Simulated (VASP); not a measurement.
These are SCAN meta-GGA, VASP's PBE PAW potentials (set 64) (plane waves; VASP) values and carry that method's errors.

A VASP calculation is set up with these files.

INCAR:
```
SYSTEM=BaTiO3
PREC=Accurate; ENCUT=520; LREAL=.FALSE.
LASPH=.TRUE.
EDIFF=1E-7; NELM=100; ALGO=Normal
LMAXMIX=4; LMIXTAU=.TRUE.
ISMEAR=-5
METAGGA=SCAN
ISIF=2
LWAVE=.FALSE.; LCHARG=.FALSE.; LORBIT=11
NEDOS=601
LEFG=.TRUE.
```

KPOINTS:
```
Automatic mesh
0
Gamma
6 6 6
0 0 0
```

### POSCAR
```
BaTiO3
1
    3.9847087049     0.0000000000     0.0000000000
    0.0000000000     3.9847087049     0.0000000000
    0.0000000000     0.0000000000     4.1001564895
Ba Ti O
1 1 3
Direct
  0.0000000000   0.0000000000   0.0037329351
  0.5000000000   0.5000000000   0.5213375107
  0.5000000000   0.5000000000   0.9693083362
  0.0000000000   0.5000000000   0.4848106090
  0.5000000000   0.0000000000   0.4848106090
```

### KPOINTS_OPT
```
k-points along high-symmetry lines
6
Line-mode
Reciprocal
  0.000000   0.000000   0.000000 ! GAMMA
  0.000000   0.500000   0.000000 ! X

  0.000000   0.500000   0.000000 ! X
  0.500000   0.500000   0.000000 ! M

  0.500000   0.500000   0.000000 ! M
  0.000000   0.000000   0.000000 ! GAMMA

  0.000000   0.000000   0.000000 ! GAMMA
  0.000000   0.000000   0.500000 ! Z

  0.000000   0.000000   0.500000 ! Z
  0.000000   0.500000   0.500000 ! R

  0.000000   0.500000   0.500000 ! R
  0.500000   0.500000   0.500000 ! A

  0.500000   0.500000   0.500000 ! A
  0.000000   0.000000   0.500000 ! Z

  0.000000   0.500000   0.000000 ! X
  0.000000   0.500000   0.500000 ! R

  0.500000   0.500000   0.000000 ! M
  0.500000   0.500000   0.500000 ! A
```

POTCAR, in this order: Ba_sv Ti_sv O (PBE.64 set). Program: vasp_std.

The run wrote:

**OSZICAR**
```
       N       E                     dE             d eps       ncg     rms          rms(c)
DAV:   1     0.407780879304E+03    0.40778E+03   -0.22069E+04  1920   0.185E+03
DAV:   2    -0.633471063516E+02   -0.47113E+03   -0.46540E+03  2424   0.504E+02
DAV:   3    -0.112074620604E+03   -0.48728E+02   -0.48626E+02  2920   0.151E+02
DAV:   4    -0.114279897382E+03   -0.22053E+01   -0.22042E+01  2752   0.288E+01
DAV:   5    -0.114357366811E+03   -0.77469E-01   -0.77466E-01  2760   0.404E+00    0.241E+01
DAV:   6    -0.903686214539E+02    0.23989E+02   -0.51649E+01  3000   0.798E+01    0.741E+00
DAV:   7    -0.909096245652E+02   -0.54100E+00   -0.73596E+00  2208   0.204E+01    0.469E+00
DAV:   8    -0.925901095133E+02   -0.16805E+01   -0.19130E+00  2464   0.125E+01    0.234E+00
DAV:   9    -0.912127342553E+02    0.13774E+01   -0.11121E+00  2144   0.930E+00    0.743E-01
DAV:  10    -0.913307346098E+02   -0.11800E+00   -0.36606E-01  2728   0.451E+00    0.556E-01
DAV:  11    -0.913232787509E+02    0.74559E-02   -0.98685E-02  2280   0.297E+00    0.316E-01
DAV:  12    -0.913565945811E+02   -0.33316E-01   -0.50331E-02  1976   0.228E+00    0.949E-02
DAV:  13    -0.913614878957E+02   -0.48933E-02   -0.12101E-02  1984   0.121E+00    0.658E-02
DAV:  14    -0.913653496221E+02   -0.38617E-02   -0.40894E-03  2008   0.735E-01    0.301E-02
DAV:  15    -0.913658024467E+02   -0.45282E-03   -0.33326E-04  3104   0.175E-01    0.286E-02
DAV:  16    -0.913658736518E+02   -0.71205E-04   -0.23460E-04  1968   0.171E-01    0.261E-02
DAV:  17    -0.913659457447E+02   -0.72093E-04   -0.87925E-05  2328   0.981E-02    0.607E-03
DAV:  18    -0.913659496389E+02   -0.38942E-05   -0.10489E-05  3040   0.241E-02    0.336E-03
DAV:  19    -0.913659522835E+02   -0.26445E-05   -0.25751E-06  2688   0.166E-02    0.155E-03
DAV:  20    -0.913659551458E+02   -0.28623E-05   -0.43852E-07  1640   0.727E-03    0.143E-03
DAV:  21    -0.913659542470E+02    0.89883E-06   -0.15490E-07  1264   0.445E-03    0.637E-04
DAV:  22    -0.913659537923E+02    0.45471E-06   -0.63390E-08  1040   0.296E-03    0.297E-04
DAV:  23    -0.913659536385E+02    0.15377E-06   -0.14370E-08  1056   0.114E-03    0.148E-04
DAV:  24    -0.913659535441E+02    0.94421E-07   -0.43457E-09  1048   0.520E-04
   1 F= -.91365954E+02 E0= -.91365954E+02  d E =0.000000E+00
       N       E                     dE             ncg
       N       E                     dE             ncg
```

OUTCAR:
```
------------------------ aborting loop because EDIFF is reached ----------------------------------------
  FORCE on cell =-STRESS in cart. coord.  units (eV):
  Direction    XX          YY          ZZ          XY          YZ          ZX
  --------------------------------------------------------------------------------------
  Total       -0.0183007     -0.0183007      0.0601976      0.0000000      0.0000000      0.0000000
  in kB       -0.4503846     -0.4503846      1.4814803      0.0000000      0.0000000      0.0000000
  external PRESSURE =       0.1935704 kB  Pullay stress =       0.0000000 kB
  volume of cell :       65.10
      direct lattice vectors                 reciprocal lattice vectors
     3.984708705  0.000000000  0.000000000     0.250959373  0.000000000  0.000000000
     0.000000000  3.984708705  0.000000000     0.000000000  0.250959373  0.000000000
     0.000000000  0.000000000  4.100156489     0.000000000  0.000000000  0.243893130
 POSITION                                       TOTAL-FORCE (eV/Angst)
 -----------------------------------------------------------------------------------
      0.00000      0.00000      0.01531        -0.000000     -0.000000      0.005102
      1.99235      1.99235      2.13757        -0.000000     -0.000000      0.002872
      1.99235      1.99235      3.97432        -0.000000      0.000000     -0.007289
      0.00000      1.99235      1.98780         0.000000     -0.000000     -0.000342
      1.99235      0.00000      1.98780        -0.000000     -0.000000     -0.000342
 -----------------------------------------------------------------------------------
    total drift:                                0.000000      0.000000      0.019760
  FREE ENERGIE OF THE ION-ELECTRON SYSTEM (eV)
  ---------------------------------------------------
  free  energy   TOTEN  =       -91.3659535441 eV

  energy  without entropy=      -91.3659535441  energy(sigma->0) =      -91.36595354

 total charge

# of ion       s       p       d       tot
------------------------------------------
    1        2.009   5.659   0.294   7.962
    2        2.215   6.270   1.684  10.169
    3        1.577   3.497   0.000   5.074
    4        1.571   3.501   0.000   5.072
    5        1.571   3.501   0.000   5.072
--------------------------------------------------
tot          8.943  22.428   1.978  33.349

 Electric field gradients after diagonalization (V/A^2)
 (convention: |V_zz| > |V_xx| > |V_yy|)
----------------------------------------------------------------------
 ion       V_xx      V_yy      V_zz     asymmetry (V_yy - V_xx)/ V_zz
----------------------------------------------------------------------
   1       3.546     3.546    -7.091       0.000
   2      -7.847    -7.847    15.694       0.000
   3      -9.959    -9.959    19.917       0.000
   4     -17.559   -11.833    29.391       0.195
   5     -17.559   -11.833    29.391       0.195
```
(Selected blocks of OUTCAR.)

The compound is BaTiO3 in the tetragonal perovskite structure. It was relaxed first.
